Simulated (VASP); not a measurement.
Computed with PW91 GGA, VASP's PBE PAW potentials (set 64) (plane waves; VASP).

VASP input:

File KPOINTS:
```
k-points along high-symmetry lines
15
Line-mode
Reciprocal
  0.000000   0.000000   0.000000 ! GAMMA
  0.000000   0.500000   0.000000 ! X

  0.000000   0.500000   0.000000 ! X
  0.500000   0.500000   0.000000 ! M

  0.500000   0.500000   0.000000 ! M
  0.000000   0.000000   0.000000 ! GAMMA

  0.000000   0.000000   0.000000 ! GAMMA
  0.500000   0.500000   0.500000 ! R

  0.500000   0.500000   0.500000 ! R
  0.000000   0.500000   0.000000 ! X

  0.500000   0.500000   0.500000 ! R
  0.500000   0.500000   0.000000 ! M
```

INCAR:
```
ALGO = Normal
EDIFF = 1E-7
ENCUT = 520
GGA = 91
ICHARG = 11
ISMEAR = 0
LASPH = .TRUE.
LCHARG = .FALSE.
LMAXMIX = 4
LORBIT = 11
LREAL = .FALSE.
LWAVE = .FALSE.
NELM = 100
PREC = Accurate
SIGMA = 0.05
SYSTEM = NiAl
```

### POSCAR
```
NiAl
5.788940
  0.4999999843   0.0000000000   0.0000000000
  0.0000000000   0.4999999843   0.0000000000
  0.0000000000   0.0000000000   0.4999999843
Al Ni
1 1
Cartesian
  0.2499999921   0.2499999921   0.2499999921
  0.0000000000   0.0000000000   0.0000000000
```

POTCAR, in this order: Al Ni (PBE.64 set). Program: vasp_std. Read from the step before: CHGCAR.

The run wrote:

OUTCAR:
```
 ion  position               nearest neighbor table
   1  0.500  0.500  0.500-   2 2.51   2 2.51   2 2.51   2 2.51   2 2.51   2 2.51   2 2.51   2 2.51
  LATTYP: Found a simple cubic cell.
 ALAT       =     2.8944699091
 Subroutine PRICEL returns:
 Original cell was already a primitive cell.
 Subroutine GETGRP returns: Found 48 space group operations
The static configuration has the point symmetry O_h .
The dynamic configuration has the point symmetry O_h .
 Subroutine INISYM returns: Found 48 space group operations
   k-points           NKPTS =     90   k-points in BZ     NKDIM =     90   number of bands    NBANDS=     10
   number of dos      NEDOS =    301   number of ions     NIONS =      2
   total plane-waves  NPLWV =  13824
   dimension x,y,z NGX =    24 NGY =   24 NGZ =   24
   dimension x,y,z NGXF=    48 NGYF=   48 NGZF=   48
   ions per type =               1   1
   PREC   = accura    normal or accurate (medium, high low for compatibility)
   ISTART =      0    job   : 0-new  1-cont  2-samecut
   ICHARG =     11    charge: 1-file 2-atom 10-const
   ISPIN  =      1    spin polarized calculation?
   LNONCOLLINEAR =      F non collinear calculations
   LSORBIT =      F    spin-orbit coupling
   INIWAV =      1    electr: 0-lowe 1-rand  2-diag
   ENCUT  =  520.0 eV  38.22 Ry    6.18 a.u.   5.38  5.38  5.38*2*pi/ulx,y,z
   NELM   =    100;   NELMIN=  2; NELMDL= -5     # of ELM steps
   EDIFF  = 0.1E-06   stopping-criterion for ELM
   LREAL  =      F    real-space projection
   NLSPLINE    = F    spline interpolate recip. space projectors
   LMAXMIX     =    4 max onsite mixed and CHGCAR
   VOSKOWN=      0    Vosko Wilk Nusair interpolation
   EDIFFG = 0.1E-05   stopping-criterion for IOM
   NSW    =      0    number of steps for IOM
   NBLOCK =      1;   KBLOCK =      1    inner block; outer block
   IBRION =     -1    ionic relax: 0-MD 1-quasi-New 2-CG
   NFREE  =      0    steps in history (QN), initial steepest desc. (CG)
   ISIF   =      2    stress and relaxation
   ISYM   =      2    0-nonsym 1-usesym 2-fastsym
   TEIN   =    0.0    initial temperature
   TEBEG  =    0.0;   TEEND  =   0.0 temperature during run
   SMASS  =  -3.00    Nose mass-parameter (am)
...
```

**OSZICAR**
```
       N       E                     dE             d eps       ncg     rms          rms(c)
DAV:   1     0.418301162606E+02    0.41830E+02   -0.58400E+03  1824   0.139E+03
DAV:   2    -0.830152701539E+01   -0.50132E+02   -0.46728E+02  1812   0.208E+02
DAV:   3    -0.939433916107E+01   -0.10928E+01   -0.10858E+01  2288   0.400E+01
DAV:   4    -0.940951550984E+01   -0.15176E-01   -0.15172E-01  2282   0.402E+00
DAV:   5    -0.940991698554E+01   -0.40148E-03   -0.40146E-03  2174   0.615E-01
DAV:   6    -0.940993717530E+01   -0.20190E-04   -0.20190E-04  2482   0.117E-01
DAV:   7    -0.940993756680E+01   -0.39150E-06   -0.39251E-06  2128   0.130E-02
DAV:   8    -0.940993759041E+01   -0.23614E-07   -0.22433E-07  1802   0.240E-03
   1 F= -.94099376E+01 E0= -.94096571E+01  d E =-.560920E-03
```

**OUTCAR**
```
 val. band max:       10.8004901881   @ k =   0.4286   0.5000   0.4286

 cond. band min:      10.8338340624   @ k =   0.2500   0.2500   0.0000



 k-point     1 :       0.0000    0.0000    0.0000
  band No.  band energies     occupation
      1      -1.2012      2.00000
      2       6.6451      2.00000
      3       6.6451      2.00000
      4       8.2838      2.00000
      5       8.2838      2.00000
      6       8.2838      2.00000
      7      15.2523      0.00000
      8      15.2523      0.00000
      9      15.2523      0.00000
     10      17.9224      0.00000

 k-point     2 :       0.0000    0.0357    0.0000
  band No.  band energies     occupation
      1      -1.1779      2.00000
      2       6.6438      2.00000
      3       6.6506      2.00000
      4       8.2736      2.00000
      5       8.2736      2.00000
      6       8.2849      2.00000
      7      14.9552      0.00000
      8      15.2833      0.00000
      9      15.2833      0.00000
     10      17.9241      0.00000

 k-point     3 :       0.0000    0.0714    0.0000
  band No.  band energies     occupation
      1      -1.1082      2.00000
      2       6.6383      2.00000
      3       6.6666      2.00000
      4       8.2437      2.00000
      5       8.2437      2.00000
      6       8.2880      2.00000
      7      14.2897      0.00000
      8      15.3753      0.00000
      9      15.3753      0.00000
     10      17.9291      0.00000

 k-point     4 :       0.0000    0.1071    0.0000
  band No.  band energies     occupation
      1      -0.9922      2.00000
      2       6.6243      2.00000
      3       6.6927      2.00000
      4       8.1966      2.00000
      5       8.1966      2.00000
      6       8.2931      2.00000
      7      13.5053      0.00000
      8      15.5262      0.00000
      9      15.5262      0.00000
     10      17.9373      0.00000

 k-point     5 :       0.0000    0.1429    0.0000
  band No.  band energies     occupation
...
```

The density is held fixed in this step, so its total energy and stress have no physical meaning.

The compound is NiAl in the CsCl type structure. It was relaxed first. The run is not spin-polarised, so no magnetic state was tried. The electron count is odd and the run is not spin-polarised, which forces a metal.
